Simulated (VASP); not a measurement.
Method: r2SCAN meta-GGA, VASP's PBE PAW potentials (set 64) (plane waves; VASP 6.6.1).

VASP ran on this input.

### POSCAR
```
Se
1
    2.2506733684    -3.8982806100     0.0000000000
    2.2506733684     3.8982806100     0.0000000000
    0.0000000000     0.0000000000     4.9858397816
Se
3
Direct
  0.0000000000   0.2175462911   0.6666670000
  0.7824537089   0.7824537089   0.0000000000
  0.2175462911   0.0000000000   0.3333330000
```

### INCAR
```
SYSTEM = Se
PREC = Accurate
ENCUT = 500
EDIFF = 1E-6
NELM = 100
ALGO = Normal
LREAL = .FALSE.
LASPH = .TRUE.
ISMEAR = 0
SIGMA = 0.05
METAGGA = R2SCAN
LMIXTAU = .TRUE.
LMAXMIX = 4
LWAVE = .FALSE.
LCHARG = .FALSE.
IBRION = 2
ISIF = 3
NSW = 40
EDIFFG = -0.02
```

KPOINTS:
```
Automatic mesh
0
Gamma
6 6 5
0 0 0
```

POTCAR, in this order: Se (PBE.64 set). Program: vasp_std.

The run wrote:

OSZICAR:
```
       N       E                     dE             d eps       ncg     rms          rms(c)
DAV:   1     0.541579047599E+02    0.54158E+02   -0.72166E+03   702   0.113E+03
DAV:   2    -0.399686426620E+02   -0.94127E+02   -0.90758E+02   910   0.178E+02
DAV:   3    -0.464308827713E+02   -0.64622E+01   -0.64212E+01   837   0.551E+01
DAV:   4    -0.464938071013E+02   -0.62924E-01   -0.62868E-01   827   0.631E+00
DAV:   5    -0.464943806050E+02   -0.57350E-03   -0.57348E-03   857   0.595E-01    0.696E+00
DAV:   6    -0.438283825580E+02    0.26660E+01   -0.35068E-01   702   0.574E+00    0.489E+00
DAV:   7    -0.413513851275E+02    0.24770E+01   -0.14150E+00   737   0.799E+00    0.180E+00
DAV:   8    -0.425796114718E+02   -0.12282E+01   -0.35204E-01   707   0.502E+00    0.587E-01
DAV:   9    -0.427987991165E+02   -0.21919E+00   -0.20278E-01   702   0.377E+00    0.317E-01
DAV:  10    -0.429236332092E+02   -0.12483E+00   -0.10159E-01   702   0.339E+00    0.117E-01
DAV:  11    -0.429261823160E+02   -0.25491E-02   -0.13813E-03   902   0.386E-01    0.714E-02
DAV:  12    -0.429277839274E+02   -0.16016E-02   -0.10240E-03   722   0.349E-01    0.219E-02
DAV:  13    -0.429276820666E+02    0.10186E-03   -0.38879E-04   712   0.245E-01    0.160E-02
DAV:  14    -0.429278894405E+02   -0.20737E-03   -0.29360E-05   792   0.641E-02    0.118E-02
DAV:  15    -0.429280267072E+02   -0.13727E-03   -0.36362E-05   717   0.650E-02    0.693E-03
DAV:  16    -0.429280788245E+02   -0.52117E-04   -0.36542E-05   712   0.750E-02    0.218E-03
DAV:  17    -0.429280802018E+02   -0.13773E-05   -0.39279E-06   777   0.218E-02    0.102E-03
DAV:  18    -0.429280820178E+02   -0.18160E-05   -0.11594E-06   516   0.131E-02    0.727E-04
DAV:  19    -0.429280821314E+02   -0.11364E-06   -0.20608E-07   391   0.515E-03
   1 F= -.42928082E+02 E0= -.42928082E+02  d E =-.429281E+02
```

OUTCAR:
```
------------------------ aborting loop because EDIFF is reached ----------------------------------------
  FORCE on cell =-STRESS in cart. coord.  units (eV):
  Direction    XX          YY          ZZ          XY          YZ          ZX
  --------------------------------------------------------------------------------------
  Total        0.0018523      0.0018523      0.0260802      0.0000000      0.0000000      0.0000000
  in kB        0.0339204      0.0339204      0.4776043      0.0000000      0.0000000      0.0000000
  external PRESSURE =       0.1818150 kB  Pullay stress =       0.0000000 kB
  volume of cell :       87.49
      direct lattice vectors                 reciprocal lattice vectors
     2.250673368 -3.898280610  0.000000000     0.222155737 -0.128261675  0.000000000
     2.250673368  3.898280610  0.000000000     0.222155737  0.128261675  0.000000000
     0.000000000  0.000000000  4.985839782     0.000000000  0.000000000  0.200568017
 POSITION                                       TOTAL-FORCE (eV/Angst)
 -----------------------------------------------------------------------------------
      0.48963      0.84806      3.32389        -0.002405     -0.004165     -0.000000
      3.52210      0.00000      0.00000         0.004810      0.000000     -0.000000
      0.48963     -0.84806      1.66194        -0.002405      0.004165      0.000000
 -----------------------------------------------------------------------------------
    total drift:                               -0.000198     -0.000447      0.000006
  FREE ENERGIE OF THE ION-ELECTRON SYSTEM (eV)
  ---------------------------------------------------
  free  energy   TOTEN  =       -42.9280821314 eV

  energy  without entropy=      -42.9280821314  energy(sigma->0) =      -42.92808213

 reached required accuracy - stopping structural energy minimisation
```
(Selected blocks of OUTCAR.)

The compound is Se in the trig structure. It was relaxed first, which changed the volume by +7 %.
